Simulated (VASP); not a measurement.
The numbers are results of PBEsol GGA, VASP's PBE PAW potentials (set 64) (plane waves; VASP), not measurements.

A VASP calculation is set up with these files.

**POSCAR**
```
KF(100) slab
1
    3.7572144912     0.0000000000     0.0000000000
    0.0000000000     3.7572144912     0.0000000000
    0.0000000000     0.0000000000    25.5246831631
K F
4 4
Direct
  0.0000000000   0.5000000000   0.3436120715
  0.5000000000   0.0000000000   0.4477461140
  0.0000000000   0.5000000000   0.5522538860
  0.5000000000   0.0000000000   0.6563879285
  0.0000000000   0.5000000000   0.4474003316
  0.5000000000   0.0000000000   0.3447288218
  0.0000000000   0.5000000000   0.6552711782
  0.5000000000   0.0000000000   0.5525996684
```

### INCAR
```
LASPH = .True.
LVHAR = .True.
LWAVE = .False.
LREAL = .False.   ! projection in real space or not
ENCUT = 450   ! plane-wave cut-off (eV)
LDIPOL = .True.
NELMIN = 4
SIGMA = 0.05   ! width (eV)
NELM = 100
EDIFF = 1E-6
ISMEAR = 0   ! Gaussian
LORBIT = 11
GGA = PS
PREC = Normal
ALGO = Normal   ! blocked Davidson
LCHARG = .False.
DIPOL = 0.5 0.5 0.5
SYSTEM = KF(100) slab
IDIPOL = 3
```

### KPOINTS
```
K-points
0
G
5 5 1
```

POTCAR, in this order: K_sv F (PBE.64 set). Program: vasp_std. Read from the step before: WAVECAR.

What VASP printed:

### OSZICAR
```
       N       E                     dE             d eps       ncg     rms          rms(c)
DAV:   1    -0.337535755013E+02   -0.33754E+02   -0.10472E-04   528   0.780E-02    0.889E-03
DAV:   2    -0.337535732241E+02    0.22771E-05   -0.21249E-05   510   0.275E-02    0.433E-03
DAV:   3    -0.337535717007E+02    0.15234E-05   -0.29873E-06   428   0.131E-02    0.202E-03
DAV:   4    -0.337535707277E+02    0.97303E-06   -0.12670E-06   344   0.918E-03
   1 F= -.33753571E+02 E0= -.33753571E+02  d E =-.196820E-11
```

**OUTCAR**
```
------------------------ aborting loop because EDIFF is reached ----------------------------------------
  FORCE on cell =-STRESS in cart. coord.  units (eV):
  Direction    XX          YY          ZZ          XY          YZ          ZX
  --------------------------------------------------------------------------------------
  Total       -2.1800899     -2.1800899     -1.4577816      0.0000000      0.0000000      0.0000000
  in kB       -9.6937685     -9.6937685     -6.4820251      0.0000000      0.0000000      0.0000000
  external PRESSURE =      -8.6231873 kB  Pullay stress =       0.0000000 kB
  volume of cell :      360.32
      direct lattice vectors                 reciprocal lattice vectors
     3.757214491  0.000000000  0.000000000     0.266154621  0.000000000  0.000000000
     0.000000000  3.757214491  0.000000000     0.000000000  0.266154621  0.000000000
     0.000000000  0.000000000 25.524683163     0.000000000  0.000000000  0.039177763
 POSITION                                       TOTAL-FORCE (eV/Angst)
 -----------------------------------------------------------------------------------
      0.00000      1.87861      8.77059         0.000000     -0.000000      0.022687
      1.87861      0.00000     11.42858         0.000000     -0.000000      0.021929
      0.00000      1.87861     14.09611        -0.000000      0.000000     -0.021929
      1.87861      0.00000     16.75409         0.000000     -0.000000     -0.022687
      0.00000      1.87861     11.41975         0.000000     -0.000000     -0.023930
      1.87861      0.00000      8.79909        -0.000000     -0.000000     -0.005011
      0.00000      1.87861     16.72559         0.000000     -0.000000      0.005011
      1.87861      0.00000     14.10493         0.000000      0.000000      0.023930
 -----------------------------------------------------------------------------------
    total drift:                                0.000000      0.000000      0.000000
  FREE ENERGIE OF THE ION-ELECTRON SYSTEM (eV)
  ---------------------------------------------------
  free  energy   TOTEN  =       -33.7535707277 eV

  energy  without entropy=      -33.7535707277  energy(sigma->0) =      -33.75357073

 total charge

# of ion       s       p       d       tot
------------------------------------------
    1        1.956   5.573   0.032   7.560
    2        1.957   5.577   0.035   7.570
    3        1.957   5.577   0.035   7.570
    4        1.956   5.573   0.032   7.560
    5        1.742   4.346   0.000   6.088
    6        1.742   4.339   0.000   6.081
    7        1.742   4.339   0.000   6.081
    8        1.742   4.346   0.000   6.088
--------------------------------------------------
tot         14.794  39.669   0.133  54.596
```
(Selected blocks of OUTCAR.)

At this cut-off the stress carries a Pulay error, which pulls relaxed volumes low.

The cell is a thin slab with vacuum, built from KF (rock salt): (100) face.
